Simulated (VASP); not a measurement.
Hf: energy against the displacement of an atom

Hf (hcp, P6_3/mmc, 21.542 Å³/atom and stress up to 0.11 GPa in the relaxed cell, c along z) under a displacement u of the Hf atom at (1.579, -0.911, 3.744) Å, one of 2 in the cell, and of all its periodic images, along (1, 0, 0). PBEsol in VASP (plane waves, PAW), 480 eV, 18×18×10 Γ-centred mesh, Methfessel-Paxton smearing 0.10 eV; the cell and the other atoms are held.

Here q stands for square of the displacement and y for E less E0.

```csv
square of the displacement (Å²),E less E0 (meV/cell)
0.0000,0.0
0.0004,0.4
0.0016,1.7
0.0049,5.1
0.0324,?
```

Fit y of the 4 rows that show it with a straight line. Means: q 0.0017250, y 1.80. About the means, the sum of products is 0.015450 and the sum of squares of q is 1.4827e-5; the slope is their ratio. Least squares gives y = 0.00 + 1042·q. Residuals (row less fit): 0.00, -0.02, 0.03, -0.01; standard error 0.03 (degrees of freedom: 2). The runs give the same energy for u and −u. Twice the slope is the force constant of this zone-centre displacement, 2.08 ± 0.01 eV/Å².

Question: Predict the withheld y at q = 0.0324 from the fit, and compare with the calculation.

Answer: y = 0.00 + 1042 × 0.0324 = 33.76 meV/cell. The calculation gives 33.2 meV/cell, 0.56 meV/cell below the prediction (1.7 % of the range of y in the table). The row lies outside the fitted rows, so this is an extrapolation. The scatter of the fitted rows lies at the last printed digit.

A polynomial of degree 2 through the 6 other runs of the series gives 33.3 there, so most of the miss is curvature that the fit leaves out. In a metal these values are sensitive to mesh and smearing; energies are taken to zero smearing, stresses follow the free energy. Rows are the converged runs of the series near zero and its far end, less any whose ions stayed unrelaxed beside relaxed ones; series whose fitted rows scatter by over a few per cent of the range, as at a crossing or softening among them, aren't shown in this form. Most that stay on the fit to the last digits aren't either.
